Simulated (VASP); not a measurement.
Given:

```
CELL_PARAMETERS angstrom
     -1.60500     1.60500     3.91500
      1.60500    -1.60500     3.91500
      1.60500     1.60500    -3.91500
ATOMIC_POSITIONS crystal
  Si 0.66500 0.66500 0.00000
  Si 0.33500 0.33500 0.00000
  W  0.00000 0.00000 0.00000
```

All values below come from PBE GGA, VASP's PBE PAW potentials (set 64) (plane waves; VASP 6.6.1). Run with 300 eV cut-off, 10×10×10 Γ-centred mesh, Fermi-Dirac smearing of 0.10 eV, potentials Si W_sv.

At this cut-off the stress carries a Pulay error, which pulls relaxed volumes low.

### Question
Which forces act on the atoms, in eV/Å?

### Answer

| atom | Fx | Fy | Fz |
|---|---|---|---|
| Si1 | 0.000 | 0.000 | 0.121 |
| Si2 | 0.000 | 0.000 | -0.121 |
| W3 | 0.000 | 0.000 | 0.000 |

### Question
Give the stress tensor in GPa (positive for a compressed cell).

### Answer

```
3.45  0.00  0.00
0.00  3.45  0.00
0.00  0.00  3.48
```
The pressure is its mean diagonal, 3.46 GPa.

The structure is a typed WSi2 crystal. The cell was not relaxed at this level.
